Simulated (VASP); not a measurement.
Data:

```
CELL_PARAMETERS angstrom
      3.17121     0.00000     0.00000
     -1.58561     2.74635     0.00000
      0.00000     0.00000     5.53788
ATOMIC_POSITIONS crystal
  Na 0.00000 0.00000 0.00000
  Na 0.00000 0.00000 0.50000
  F  0.33333 0.66667 0.25000
  F  0.66667 0.33333 0.75000
```

These are r2SCAN meta-GGA, VASP's PBE PAW potentials (set 64) (plane waves; VASP) values and carry that method's errors. Settings: 520 eV cut-off, 9×9×5 Γ-centred mesh, tetrahedra with Blöchl corrections, potentials Na_pv F.

**Question.** Tabulate the total density of states (states/eV per cell) against energy (eV; zero at the valence-band maximum or, without a gap, the Fermi level).

**Answer.** 
```
E (eV) | DOS (states/eV)
    -9.92 |  0.00
    -9.44 |  0.00
    -8.84 |  0.00
    -8.36 |  0.00
    -7.88 |  0.00
    -7.40 |  0.00
    -6.80 |  0.00
    -6.32 |  0.00
    -5.84 |  0.00
    -5.36 |  0.00
    -4.76 |  0.00
    -4.28 |  0.00
    -3.80 |  0.00
    -3.32 |  0.00
    -2.72 |  0.00
    -2.24 |  0.00
    -1.76 |  0.01
    -1.28 | ############################## 10.9
    -0.68 | ##################### 7.80
    -0.20 | ##################### 7.51
     0.28 |  0.00
     0.76 |  0.00
     1.36 |  0.00
     1.84 |  0.00
     2.32 |  0.00
     2.80 |  0.00
     3.40 |  0.00
     3.88 |  0.00
     4.36 |  0.00
     4.84 |  0.00
     5.44 |  0.00
     5.92 |  0.00
     6.40 |  0.00
     6.88 |  0.00
     7.48 |  0.02
     7.96 |  0.12
     8.44 | # 0.20
     8.92 | # 0.28
     9.52 | # 0.33
    10.00 | # 0.45
```
Within 2 eV below the valence-band maximum the largest weight inside VASP's projection spheres is F p.

The structure was generated: NaF was put into the NiAs type type (P6_3/mmc), which need not be its known phase. It was relaxed first, which changed the volume by -11 %.
